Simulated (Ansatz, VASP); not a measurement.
# Cu (Cu strained to the junction's net): VASP beside Ansatz

One calculation is typed for both programs; each brings its own data sets. How far apart do they land? The structure shown is the end of the Ansatz relaxation below.

Program: Ansatz 0.2.0. Level of theory: plane waves, with VASP 6.6.1 beside it; single point at PBE. Results are calculated unless marked as measured.

## (1) The structure

Symmetry: Fm-3m, No. 225, cubic system. The conventional cell has a = 3.628 Å, b = 3.628 Å, c = 3.628 Å, α = 90.00°, β = 90.00°, γ = 90.00°. Nearest to Cu lie 12 Cu at 2.56 to 2.57 Å. That group holds within 0.01 Å; judged at 0.001 Å it is I4/mmm (No. 139).

## (2) Ansatz: relaxation, PBE

Ansatz runs on its default PAW (the set named soft_2) files.

This run makes the geometry at which the two programs are then compared.

The input, input.yaml:

```yaml
crystal:
  lattice:
    - [3.63, 0.0, 0.0]
    - [0.0, 3.63, 0.0]
    - [0.0, 0.0, 3.63]
  atoms:
    - { symbol: Cu, position: [0.0, 0.0, 0.0] }
    - { symbol: Cu, position: [0.5, 0.5, 0.0] }
    - { symbol: Cu, position: [0.5, 0.0, 0.5] }
    - { symbol: Cu, position: [0.0, 0.5, 0.5] }
kpoints:
  mp_grid: { grid: [10, 10, 9] }
scf:
  occupations: { method: fermi_dirac, width: 0.1 }
  max_iter: 150
hamiltonian:
  xc: pbe
relax:
  f_tol: 0.01
  max_steps: 40
  cell: { fix: [a, b, angles] }
```

Run with:

```console
ansatz run input.yaml --threads 8 --pin off --max-ram 24576MiB --backend cpu --events-out ev --progress --plain --runs-dir out
```

Numbers of over 12 decimals in the logs are rounded to 6 here.

Output:

```text
Warning: crystal.symmetry: narrowed to the stabiliser of the fixed cell quantities (relax.cell.fix) — unitary ops 192 → 64. The narrowing is safe, since a smaller group never makes results wrong: the run goes on under it, on as many k-points as the starting group would need, or more. Excluded: 128 operations that would move a fixed cell quantity at a test strain (relax.cell.fix fixes a, b, alpha, beta, gamma). The cell can leave their symmetry as it relaxes.
Engine: ansatz 0.2.0, x86_64-unknown-linux-gnu
Pseudopotentials: kind: paw
Pseudopotential: Cu, paw, valence charge 19, recommended cutoff 420 eV (normal), Cu.paw.azcp
Functional definition: PBE
  parameter kappa = 0.804
  parameter beta = 0.066725
  exchange = pbe_x(kappa = kappa, mu = beta*pi^2/3)
  correlation = pbe_c(beta = beta)
Crystal: 4 atoms, lattice volume = 47.832 Å³
Basis set: ecut = 420 eV, 925 PW (Γ), exchange–correlation on 50×50×50 points (8 copies of the dense FFT grid, shifted against one another)
Bands: 46, of which v1, the nominal top of the filled ones, is band 38 counted from 1 (37 counted from 0)
Symmetry: 64 space group operations
k-points: 105 of 900
Non-local potential: Cu, projectors of the file, l = 0: 3, l = 1: 2, l = 2: 3, l = 3: 1
PAW form: soft (Blöchl's): semilocal exchange-correlation on the pseudo side does not see the compensation charge
PAW one-centre angular grid: Cu, 590 points (default); XC on 64 Gauss nodes
Initial density: superposition of atomic densities (neutral atoms: chi_scale 0, normalization atom), corrected by the library's trained network
Initial wavefunctions: pseudopotential atomic-orbital guess
Functional: x = pbe(κ = 0.804, μ = 0.219515), c = pbe(β = 0.066725)
SCF iter   1: F=—  HF=-26500.715497 eV  |F-HF|=—  |Δ(HF+E_count)|=         —  Δρ=7.60e-4  dr2=6.45e-5  ethr=1.77e-3  ⟨swp⟩=5.1  Hψ=15161  notcnv=0  defer=101
preconditioner: auto → Kerker (q_TF=auto, 2.947 Å⁻¹)  [metal: Δε(μ)=0.074 eV  Ē_g=10.393 eV  σ=0.100 eV  W_gap=0.18  n_scr=18 (ndim 8)  ℏωp=35.6 eV  f_vac=0.000  D(μ)=1.32/eV (n_scr^D=6)]
SCF iter   2: F=—  HF=-26500.715945 eV  |F-HF|=—  |Δ(HF+E_count)|=   4.48e-4  Δρ=4.23e-4  dr2=2.07e-5  ethr=8.49e-8  ⟨swp⟩=3.0  Hψ=12425  notcnv=0  defer=108
SCF iter   3: F=—  HF=-26500.715993 eV  |F-HF|=—  |Δ(HF+E_count)|=   4.79e-5  Δρ=2.35e-4  dr2=6.61e-6  ethr=2.72e-8  ⟨swp⟩=2.0  Hψ=6823  notcnv=0  defer=108
SCF iter   4: F=—  HF=-26500.716013 eV  |F-HF|=—  |Δ(HF+E_count)|=   1.97e-5  Δρ=2.47e-5  dr2=1.70e-7  ethr=8.70e-9  ⟨swp⟩=2.0  Hψ=6744  notcnv=0  defer=108
iter 5 did not close the SCF: its close was put off for the readings that it lacked (scf_convergence_deferred on its scf_iter line)
SCF iter   5: F=-26500.716013 eV  HF=-26500.716013 eV  |F-HF|=9.32e-9  |Δ(HF+E_count)|=   1.24e-7  Δρ=1.21e-5  dr2=4.65e-8  ethr=2.24e-10  ⟨swp⟩=2.2  Hψ=7013  notcnv=0  defer=108
SCF iter   6: F=-26500.716013 eV  HF=-26500.716013 eV  |F-HF|=4.15e-10  |Δ(HF+E_count)|=   9.03e-9  Δρ=2.17e-6  dr2=1.48e-9  ethr=6.12e-11  ⟨swp⟩=2.5  Hψ=14585  notcnv=0
SCF 1 converged in 6 iterations: F = -26500.716013 eV  dr2 = 1.48e-9
  greatest PAW one-centre occupation: 1.000 electrons in one spin orbital (limit 2), on the Cu atom at site 3 (counted from 0), in its partial waves of l = 0
relax step   1: F+E_penalty+E_count = -26500.71601275 eV  Δ(F+E_penalty+E_count) = +0.000e0 eV  max|allowed force component| = 4.999e-29 eV/Å  Δτ_max = 0.0000 Å  P = -0.075 GPa  Ω = 47.832 Å³  fix = [a, b, alpha, beta, gamma]  reactions: a +0.034, b +0.034 GPa  (6 SCF iters, dr2 threshold 1.00e-7 eV, accepted)
[...]
relax step   2: F+E_penalty+E_count = -26500.71608141 eV  Δ(F+E_penalty+E_count) = -6.866e-5 eV  max|allowed force component| = 3.180e-29 eV/Å  Δτ_max = 0.0000 Å  P = +0.013 GPa  Ω = 47.802 Å³  energy of the carried Pulay correction = +2.319e-5 eV  fix = [a, b, alpha, beta, gamma]  reactions: a +0.110, b +0.110 GPa  (6 SCF iters, dr2 threshold 2.18e-7 eV, accepted)
[...]
relax step   3: F+E_penalty+E_count = -26500.71614548 eV  Δ(F+E_penalty+E_count) = -6.407e-5 eV  max|allowed force component| = 2.586e-29 eV/Å  Δτ_max = 0.0000 Å  P = +0.155 GPa  Ω = 47.753 Å³  energy of the carried Pulay correction = +6.001e-5 eV  fix = [a, b, alpha, beta, gamma]  reactions: a +0.232, b +0.232 GPa  (6 SCF iters, dr2 threshold 8.19e-8 eV, accepted)
[...]
relax step   4: F+E_penalty+E_count = -26500.71608945 eV  Δ(F+E_penalty+E_count) = +5.603e-5 eV  max|allowed force component| = 1.233e-29 eV/Å  Δτ_max = 0.0000 Å  P = +0.157 GPa  Ω = 47.753 Å³  fix = [a, b, alpha, beta, gamma]  reactions: a +0.233, b +0.233 GPa  stress off target by 3.92e-3 GPa on what of the cell is left free  SCF on the basis re-selected at this cell (its energy is not comparable with the rows above)  (9 SCF iters)
basis re-selected at this cell: Δ(F+E_penalty+E_count) = +5.603e-5 eV, ΔP = +0.002 GPa vs the last step (what re-selecting the basis moved, of the pressure what is left beyond the Pulay correction that the steps carried, after the strain that the cell walked since its last selection, with what the two solves' SCF thresholds leave and, on support functions, any second-order correction that the steps lacked; it is no m [...]
SCF converged after 9 iterations
Free energy (F): -26500.716089 eV
Harris-Foulkes:  -26500.716089 eV  (|F-HF|=1.09e-11)
Internal energy: -26500.673780 eV  (E = F + TS)
E sigma→0 (E₀):  -26500.694935 eV
Entropy (-TS):   -0.042309 eV (-10.577 meV/atom)
Fermi energy:    16.555115 eV
--- Per-component energies (eV) ---
  E_band       = -1453.080799
  E_kinetic    = 1199.190622
  E_local      = -16279.879714  (includes V_loc(G=0)·N_el)
  E_nonlocal   = 1559.242730
  E_hartree    = 7168.858658
  E_xc         = -358.001216
  E_vxc        = -461.977301  (∫ρ·V_xc dr)
  E_paw        = -6651.513677  (= ΣΔE_a)
  E_vpaw       = -1807.375510  (= ΣTr[D̂ρ^β])
  E_aug_tail   = 0.001059  (compensation charges beyond the density's cutoff)
  E_ewald      = -13138.572242
  E_smearing   = -0.042309  (= −TS)
  E_closure    = 0.000000  (closes the sum)
  Σ components = -26500.716089   (vs F -26500.716089, Δ=0.00e0)
--- Forces (eV/Å), atoms counted from 1 ---
  atom   1  Cu     0.00000000     0.00000000    -0.00000000
  atom   2  Cu     0.00000000     0.00000000    -0.00000000
  atom   3  Cu    -0.00000000    -0.00000000    -0.00000000
  atom   4  Cu     0.00000000     0.00000000     0.00000000
  max |Σ_I F_I| component: 4.54e-29 eV/Å
--- Stress (GPa, compression-positive) ---
        0.232980      -0.000000      -0.000000
       -0.000000       0.232980      -0.000000
       -0.000000      -0.000000       0.003919
  P = ⅓ Tr σ = 0.1566 GPa (1.566 kbar)
--- Relaxed structure (3 steps of the walk, 3 accepted, 1 SCFs on fresh bases) ---
  F+E_penalty+E_count = -26500.71608945 eV   max|allowed force component| = 1.233e-29 eV/Å   (the final SCF, on the basis selected at the relaxed cell)
  cell:  # Å, volume = 47.7531 Å³
    - [3.63, 0, 0]
    - [0, 3.63, 0]
    - [0, 0, 3.623998]
  atoms:
    - { symbol: Cu, position: [0, 0, 0] }
    - { symbol: Cu, position: [0.5, 0.5, 0] }
    - { symbol: Cu, position: [0.5, 0, 0.500000] }
    - { symbol: Cu, position: [0, 0.5, 0.500000] }
```

The column dr2 measures how far the density is from self-consistency, as an energy; F and HF (Harris–Foulkes) agree once it is small.

## (3) VASP: single point, PBE

The same cell, functional, mesh and smearing now go to VASP, with its own data sets.

Lines of VASP's logs that name or quote its potential files are left out, and so is its time.

The input, INCAR:

```
SYSTEM = Cu
PREC = Accurate
ENCUT = 600
EDIFF = 1E-06
NELM = 120
ISMEAR = -1
SIGMA = 0.1
LREAL = .FALSE.
ALGO = Normal
GGA = PE
NBANDS = 28
LASPH = .TRUE.
LORBIT = 11
LWAVE = .FALSE.
LCHARG = .FALSE.
ISIF = 2
GGA_COMPAT = .FALSE.
```

The input, POSCAR:

```
Cu
1.0
    3.6300000000      0.0000000000      0.0000000000
    0.0000000000      3.6300000000      0.0000000000
    0.0000000000      0.0000000000      3.6239983712
Cu
4
Direct
    0.0000000000      0.0000000000      0.0000000000
    0.5000000000      0.5000000000      0.0000000000
    0.5000000000      0.0000000000      0.5000000000
    0.0000000000      0.5000000000      0.5000000000
```

The input, KPOINTS:

```
Automatic mesh
0
Gamma
10 10 9
0 0 0
```

The projector-augmented-wave data sets are Cu (PBE family, release 64).

Run with:

```console
mpirun -np 1 vasp_std
```

Output:

```text
[banner, memory and clock lines left out]
running    1 mpi-ranks, on    1 nodes
 distrk:  each k-point on    1 cores,    1 groups
 distr:  one band on    1 cores,    1 groups

 POSCAR found type information on POSCAR Cu
 POSCAR found :  1 types and       4 ions
 LDA part: xc-table for (Slater+PW92), standard interpolation
 POSCAR, INCAR and KPOINTS ok, starting setup
 FFT: planning ... GRIDC
 FFT: planning ... GRID_SOFT
 FFT: planning ... GRID
 WAVECAR not read
 entering main loop
       N       E                     dE             d eps       ncg     rms          rms(c)
DAV:   1     0.351142067480E+03    0.35114E+03   -0.22051E+04  6104   0.313E+03
DAV:   2     0.122642025480E+02   -0.33888E+03   -0.32998E+03  5880   0.436E+02
DAV:   3    -0.177715341605E+02   -0.30036E+02   -0.28676E+02  6192   0.185E+02
DAV:   4    -0.185274706216E+02   -0.75594E+00   -0.75380E+00  6568   0.393E+01
DAV:   5    -0.185368443804E+02   -0.93738E-02   -0.93732E-02  7408   0.425E+00    0.153E+01
DAV:   6    -0.163660621664E+02    0.21708E+01   -0.33950E+01  6332   0.126E+02    0.783E+00
DAV:   7    -0.149693736942E+02    0.13967E+01   -0.63038E+00  6484   0.530E+01    0.987E-01
DAV:   8    -0.149397176004E+02    0.29656E-01   -0.95884E-02  7488   0.381E+00    0.786E-01
DAV:   9    -0.149288650465E+02    0.10853E-01   -0.27075E-02  6416   0.354E+00    0.282E-02
DAV:  10    -0.149290095273E+02   -0.14448E-03   -0.11636E-03  7400   0.389E-01    0.156E-02
DAV:  11    -0.149290070029E+02    0.25244E-05   -0.25808E-05  7360   0.683E-02    0.516E-03
DAV:  12    -0.149290101619E+02   -0.31590E-05   -0.10336E-06  4052   0.138E-02    0.971E-04
DAV:  13    -0.149290105297E+02   -0.36776E-06   -0.21631E-07  3304   0.609E-03
   1 F= -.14929011E+02 E0= -.14907866E+02  d E =-.422893E-01
```

From OUTCAR (step 3):

```text
ion  position               nearest neighbor table
   1  0.000  0.000  0.000-   3 2.56   4 2.56   3 2.56   4 2.56   4 2.56   4 2.56   3 2.56   3 2.56
                             2 2.57   2 2.57   2 2.57   2 2.57
   2  0.500  0.500  0.000-   3 2.56   4 2.56   3 2.56   4 2.56   3 2.56   3 2.56   4 2.56   4 2.56
                             1 2.57   1 2.57   1 2.57   1 2.57
   3  0.500  0.000  0.500-   1 2.56   2 2.56   1 2.56   2 2.56   2 2.56   2 2.56   1 2.56   1 2.56
                             4 2.57   4 2.57   4 2.57   4 2.57
   4  0.000  0.500  0.500-   1 2.56   2 2.56   1 2.56   2 2.56   1 2.56   1 2.56   2 2.56   2 2.56
                             3 2.57   3 2.57   3 2.57   3 2.57

  LATTYP: Found a simple tetragonal cell.
 ALAT       =     3.6300000000
 C/A-ratio  =     0.9983466587

 Subroutine GETGRP returns: Found 16 space group operations
 (whereof 16 operations were pure point group operations)

The static configuration has the point symmetry D_4h.

 Found    105 irreducible k-points:

   k-points           NKPTS =    105   k-points in BZ     NKDIM =    105   number of bands    NBANDS=     28

   dimension x,y,z NGX =    30 NGY =   30 NGZ =   30
   dimension x,y,z NGXF=    60 NGYF=   60 NGZF=   60

   ENCUT  =  600.0 eV  44.10 Ry    6.64 a.u.   7.25  7.25  7.24*2*pi/ulx,y,z

   NELECT =      44.0000    total number of electrons

 k-points in reciprocal lattice and weights: Automatic mesh
   0.00000000  0.00000000  0.00000000       0.001
   0.10000000  0.00000000  0.00000000       0.004
   0.20000000  0.00000000  0.00000000       0.004
   0.30000000  0.00000000  0.00000000       0.004
   0.40000000  0.00000000  0.00000000       0.004
   0.50000000  0.00000000  0.00000000       0.002
   0.10000000  0.10000000  0.00000000       0.004
   0.20000000  0.10000000  0.00000000       0.009
   0.30000000  0.10000000  0.00000000       0.009
[...]
0.50000000  0.40000000  0.44444444       0.009
   0.50000000  0.50000000  0.44444444       0.002

 average (electrostatic) potential at core
       1 -63.8159       2 -63.8159       3 -63.8159       4 -63.8159

 E-fermi :   7.4660

 k-point     1 :       0.0000    0.0000    0.0000
  band No.  band energies     occupation
    ...
     17       5.9574      2.00000
     18       5.9593      2.00000
     19       5.9593      2.00000
     20       5.9613      2.00000
     21       5.9613      2.00000
     22       8.9469      0.00000
     23       8.9469      0.00000
     24       8.9815      0.00000
     25      14.4742      0.00000
     26      14.4742      0.00000
    ...

 k-point     2 :       0.1000    0.0000    0.0000
  band No.  band energies     occupation
    ...
     17       5.7871      2.00000
     18       5.9088      2.00000
     19       5.9123      2.00000
     20       5.9594      2.00000
     21       5.9613      2.00000
     22       8.2356      0.00091
     23       9.2586      0.00000
     24       9.2918      0.00000
     25      14.5186      0.00000
     26      14.5621      0.00000
    ...

 k-point     3 :       0.2000    0.0000    0.0000
  band No.  band energies     occupation
    ...
     18       5.7725      2.00000
     19       5.7748      2.00000
     20       5.9598      2.00000
     21       5.9614      2.00000
     22       6.8841      1.99408
     23      10.0305      0.00000
     24      10.0620      0.00000
     25      14.6580      0.00000
     26      14.7017      0.00000
     27      17.5188      0.00000
    ...

  Total        0.2329960      0.2329960      0.1735440      0.0000000      0.0000000      0.0000000
  in kB        7.8173178      7.8173178      5.8226267      0.0000000      0.0000000      0.0000000
  external PRESSURE =       7.1524208 kB  Pullay stress =       0.0000000 kB

  energy-cutoff  :      600.00
  volume of cell :       47.75
      direct lattice vectors                 reciprocal lattice vectors
     3.630000000  0.000000000  0.000000000     0.275482094  0.000000000  0.000000000
     0.000000000  3.630000000  0.000000000     0.000000000  0.275482094  0.000000000
     0.000000000  0.000000000  3.623998371     0.000000000  0.000000000  0.275938314

 POSITION                                       TOTAL-FORCE (eV/Angst)
 -----------------------------------------------------------------------------------
      0.00000      0.00000      0.00000        -0.000000      0.000000      0.000000
      1.81500      1.81500      0.00000         0.000000      0.000000     -0.000000
      1.81500      0.00000      1.81200         0.000000     -0.000000     -0.000000
      0.00000      1.81500      1.81200         0.000000     -0.000000      0.000000
 -----------------------------------------------------------------------------------
    total drift:                                0.000000      0.000000     -0.000000

  FREE ENERGIE OF THE ION-ELECTRON SYSTEM (eV)
  ---------------------------------------------------
  free  energy   TOTEN  =       -14.9290105297 eV

  energy  without entropy=      -14.8867212281  energy(sigma->0) =      -14.90786588

 total charge
# of ion       s       p       d       tot
------------------------------------------
    1        0.444   0.375   9.171   9.990
    2        0.444   0.375   9.171   9.990
    3        0.444   0.375   9.171   9.990
    4        0.444   0.375   9.171   9.990
--------------------------------------------------
tot          1.775   1.502  36.683  39.960

[... 3 further parts left out ...]
```

The run ends at a pressure of 0.72 GPa.

## (4) Comparison

Known differences besides the potentials themselves: the data sets hold 76 valence electrons in Ansatz (on its default PAW (the set named soft_2) files) and 44 in VASP; the cutoff is 420 eV in Ansatz and 600 eV in VASP; Ansatz's pressure holds a Pulay correction, VASP's none. Total energies have different zeros and are not compared.

Both answers:

```csv
quantity,Ansatz,VASP,difference
pressure (GPa),0.16,0.72,-0.56
```

## (5) Outcome

```
difference in pressure (single point, PBE) : -0.56 GPa
```

What this shows: The difference in pressure is -0.56 GPa (single point, PBE), within the 1 GPa picked in this series as the mark of a large difference. The data sets hold unlike numbers of valence electrons (76 in Ansatz and 44 in VASP), so part of the differences comes from the potentials. How closely two codes agree says nothing of how well the functional describes the real material.

[Lines on the potential files, build, host, timing and source positions are cut from VASP's logs without a mark.]

[Logs are printed without paths, hosts, clocks, repeated set-up lines and the standing remarks that a program may print on its own settings, such as how far it seeks lower states.]

[Hosts, paths, dates, database ids (printed as entryN), source tags and the programs' standing remarks are cut or masked in the printed files.]
